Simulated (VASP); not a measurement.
Input:

```
Li2Se
1.0
    0.00000     3.00149     3.00149
    3.00149     0.00000     3.00149
    3.00149     3.00149     0.00000
Li Se
2 1
Direct
  0.25000   0.25000   0.25000
  0.75000   0.75000   0.75000
  0.00000   0.00000   0.00000
```

Method: PBE GGA, VASP's PBE PAW potentials (set 64) (plane waves; VASP). Numerical set-up: 600 eV cut-off, 8×8×8 Γ-centred mesh, Gaussian smearing of 0.050 eV, potentials Li_sv Se.

Problem. Estimate the energy per atom (σ→0), band gap (on the k-mesh) with the smallest direct gap where there is one.

Solution. 
```yaml
band gap (on the k-mesh): 2.97 eV
smallest direct gap (on the k-mesh): 3.39 eV
energy per atom (σ→0): -3.711 eV/atom
```

The absolute energy has meaning only against runs of the same code, potentials and settings.

The compound is Li2Se in the antifluorite structure. It was relaxed first.
